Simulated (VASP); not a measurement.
Method: optB86b-vdW, VASP's PBE PAW potentials (set 64) (plane waves; VASP 6.6.1).

VASP input:

### POSCAR
```
Tb
1.0
  1.7528106173  -3.0359566088   0.0000000000
  1.7528106173   3.0359566088   0.0000000000
  0.0000000000   0.0000000000   5.4757645389
Tb
2
Direct
  0.3333330000   0.6666670000   0.2500000000
  0.6666670000   0.3333330000   0.7500000000
```

### KPOINTS
```
Automatic
0
gamma
12 12 7
0 0 0
```

**INCAR**
```
! general
SYSTEM   = Tb
PREC     = Accurate
ENCUT    = 520   ! plane-wave cut-off (eV)
LREAL    = .FALSE.   ! projection in real space or not
LASPH    = .TRUE.

! electronic loop
EDIFF    = 1E-7
NELM     = 100
ALGO     = Normal
LMAXMIX  = 6   ! l cut-off of mixed one-centre charges

! smearing
ISMEAR   = 1
SIGMA    = 0.1   ! width (eV)

! functional
GGA      = MK
LUSE_VDW = .TRUE.
AGGAC    = 0.0
PARAM1   = 0.1234
PARAM2   = 1.0

! ions
IBRION   = 2
NSW      = 30
ISIF     = 4   ! ions and shape, fixed volume
EDIFFG   = -0.01   ! ionic stop

! output
LWAVE    = .FALSE.
LCHARG   = .FALSE.
```

POTCAR, in this order: Tb_3 (PBE.64 set). Program: vasp_std.

Output

### OUTCAR
```
 ion  position               nearest neighbor table
   1  0.333  0.667  0.250-   2 3.40   2 3.40   2 3.40   2 3.40   2 3.40   2 3.40
   2  0.667  0.333  0.750-   1 3.40   1 3.40   1 3.40   1 3.40   1 3.40   1 3.40
  LATTYP: Found a hexagonal cell.
 ALAT       =     3.5056208567
 C/A-ratio  =     1.5619956529
 Subroutine PRICEL returns:
 Original cell was already a primitive cell.
 Subroutine GETGRP returns: Found 24 space group operations
The static configuration has the point symmetry D_3d.
 The point group associated with its full space group is D_6h.
The dynamic configuration has the point symmetry D_3d.
 Subroutine INISYM returns: Found 24 space group operations
 Subroutine IBZKPT returns following result:
 Found     76 irreducible k-points:

 Following reciprocal coordinates:
            Coordinates               Weight
  0.000000  0.000000  0.000000      1.000000
  0.083333  0.000000  0.000000      6.000000
  0.166667  0.000000  0.000000      6.000000
  0.250000  0.000000  0.000000      6.000000
  0.333333  0.000000  0.000000      6.000000
  0.416667  0.000000  0.000000      6.000000
  0.500000  0.000000  0.000000      3.000000
  0.083333  0.083333  0.000000      6.000000
  0.166667  0.083333  0.000000     12.000000
  0.250000  0.083333  0.000000     12.000000
  0.333333  0.083333  0.000000     12.000000
  0.416667  0.083333  0.000000     12.000000
  0.166667  0.166667  0.000000      6.000000
  0.250000  0.166667  0.000000     12.000000
  0.333333  0.166667  0.000000     12.000000
  0.416667  0.166667  0.000000      6.000000
  0.250000  0.250000  0.000000      6.000000
  0.333333  0.250000  0.000000     12.000000
  0.333333  0.333333  0.000000      2.000000
  0.000000  0.000000  0.142857      2.000000
  0.083333  0.000000  0.142857     12.000000
  0.166667  0.000000  0.142857     12.000000
...
```

### OSZICAR
```
       N       E                     dE             d eps       ncg     rms          rms(c)
DAV:   1     0.501830447325E+02    0.50183E+02   -0.91789E+03  1976   0.126E+03
DAV:   2    -0.177552975118E+01   -0.51959E+02   -0.50928E+02  2071   0.266E+02
DAV:   3    -0.408202742635E+01   -0.23065E+01   -0.21601E+01  2658   0.324E+01
DAV:   4    -0.413044163607E+01   -0.48414E-01   -0.48096E-01  2316   0.469E+00
DAV:   5    -0.413150932301E+01   -0.10677E-02   -0.10672E-02  2728   0.585E-01    0.244E+01
DAV:   6    -0.414484528948E+01   -0.13336E-01   -0.18251E-02  2323   0.118E+00    0.146E+01
DAV:   7    -0.415981919028E+01   -0.14974E-01   -0.35106E-02  2231   0.165E+00    0.235E-01
DAV:   8    -0.415969304354E+01    0.12615E-03   -0.18083E-03  2381   0.348E-01    0.745E-02
DAV:   9    -0.415971654030E+01   -0.23497E-04   -0.21835E-04  2331   0.113E-01    0.334E-02
DAV:  10    -0.415971121368E+01    0.53266E-05   -0.32984E-05  2306   0.439E-02    0.359E-02
DAV:  11    -0.415971281461E+01   -0.16009E-05   -0.46808E-06  2376   0.155E-02    0.143E-03
DAV:  12    -0.415971301491E+01   -0.20030E-06   -0.32954E-07  2317   0.451E-03    0.442E-03
DAV:  13    -0.415971293128E+01    0.83630E-07   -0.52698E-08  1333   0.185E-03
   1 F= -.41597129E+01 E0= -.41599997E+01  d E =-.415971E+01
       N       E                     dE             d eps       ncg     rms          rms(c)
DAV:   1    -0.416174577794E+01   -0.20328E-02   -0.74916E-02  1996   0.203E+00    0.170E-01
DAV:   2    -0.416076717278E+01    0.97861E-03   -0.12865E-03  2316   0.312E-01    0.110E-01
DAV:   3    -0.416033745908E+01    0.42971E-03   -0.56444E-04  2419   0.186E-01    0.548E-02
DAV:   4    -0.416033909268E+01   -0.16336E-05   -0.79096E-05  2487   0.667E-02    0.271E-02
DAV:   5    -0.416033929624E+01   -0.20356E-06   -0.17317E-06  2511   0.986E-03    0.370E-03
DAV:   6    -0.416033923576E+01    0.60478E-07   -0.21460E-07  2205   0.340E-03
   2 F= -.41603392E+01 E0= -.41604585E+01  d E =-.626304E-03
       N       E                     dE             d eps       ncg     rms          rms(c)
DAV:   1    -0.416134093043E+01   -0.10016E-02   -0.44716E-02  1991   0.156E+00    0.131E-01
DAV:   2    -0.416075370590E+01    0.58722E-03   -0.77000E-04  2306   0.242E-01    0.861E-02
DAV:   3    -0.416049855088E+01    0.25516E-03   -0.33162E-04  2417   0.142E-01    0.449E-02
DAV:   4    -0.416049913715E+01   -0.58627E-06   -0.46984E-05  2498   0.515E-02    0.215E-02
DAV:   5    -0.416049922855E+01   -0.91395E-07   -0.10368E-06  2495   0.766E-03    0.246E-03
DAV:   6    -0.416049918992E+01    0.38626E-07   -0.12205E-07  1629   0.265E-03
   3 F= -.41604992E+01 E0= -.41604852E+01  d E =-.786259E-03
```

File OUTCAR:
```
------------------------ aborting loop because EDIFF is reached ----------------------------------------
  FORCE on cell =-STRESS in cart. coord.  units (eV):
  Direction    XX          YY          ZZ          XY          YZ          ZX
  --------------------------------------------------------------------------------------
  Total        0.9300578      0.9300576      0.9377683      0.0000000      0.0000000      0.0000000
  in kB       25.5690872     25.5690793     25.7810639      0.0000000      0.0000000      0.0000000
  external PRESSURE =      25.6397435 kB  Pullay stress =       0.0000000 kB
  volume of cell :       58.28
      direct lattice vectors                 reciprocal lattice vectors
     1.747006076 -3.025902818 -0.000000000     0.286203927 -0.165239940 -0.000000000
     1.747006076  3.025902818  0.000000000     0.286203927  0.165239940 -0.000000000
     0.000000000  0.000000000  5.512212214     0.000000000 -0.000000000  0.181415367
 POSITION                                       TOTAL-FORCE (eV/Angst)
 -----------------------------------------------------------------------------------
      1.74701      1.00864      1.37805        -0.000000     -0.000000      0.000000
      1.74701     -1.00864      4.13416         0.000000      0.000000      0.000000
 -----------------------------------------------------------------------------------
    total drift:                                0.000002      0.000101     -0.000011
  FREE ENERGIE OF THE ION-ELECTRON SYSTEM (eV)
  ---------------------------------------------------
  free  energy   TOTEN  =        -4.1604991899 eV

  energy  without entropy=       -4.1604571632  energy(sigma->0) =       -4.16048518

 reached required accuracy - stopping structural energy minimisation
```
(Selected blocks of OUTCAR.)

File CONTCAR:
```
Tb
   1.00000000000000
     1.7470060760632409   -3.0259028177720784   -0.0000000000000000
     1.7470060760632409    3.0259028177720784    0.0000000000000000
     0.0000000000000000    0.0000000000000000    5.5122122139766390
  Tb
     2
Direct
     0.3333330000000032    0.6666669999999968    0.2500000000000000
     0.6666669999999968    0.3333330000000032    0.7500000000000000
```

The 4f electrons are frozen in the core of the lanthanide potential, so 4f levels, which can set the real gap, and their magnetism are missing.

The compound is Tb in the hcp structure. This cell is one point of a volume scan, at 0.94 of the reference volume. Symmetry was kept, so distortions that lower it aren't found.
